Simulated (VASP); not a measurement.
Here is the system:

```xyz
4
Lattice="0.0000 3.4412 3.4412 3.4412 0.0000 3.4412 3.4412 3.4412 0.0000" Properties=species:S:1:pos:R:3 pbc="T T T"
As     0.0000     0.0000     0.0000
Au     3.4412     3.4412     3.4412
Au     1.7206     1.7206     1.7206
Au     5.1619     5.1619     5.1619
```

All values below come from PBE GGA, VASP's PBE PAW potentials (set 64) (plane waves; VASP). Settings: 400 eV cut-off, 7×7×7 Monkhorst-Pack mesh, Gaussian smearing of 0.050 eV, potentials As Au.

Task: Give the stress tensor in GPa (positive for a compressed cell).

Result: 
```
-8.48   0.00   0.00
 0.00  -8.48   0.00
 0.00   0.00  -8.48
```
The pressure is its mean diagonal, -8.48 GPa.

The structure was generated: AsAu3 was put into the D03 type (Fm-3m), which need not be its known phase. The cell was not relaxed at this level. The run is one of a series of settings (KPOINTS 7×7×7 Monkhorst-Pack mesh against the base run), some of them coarse on purpose.
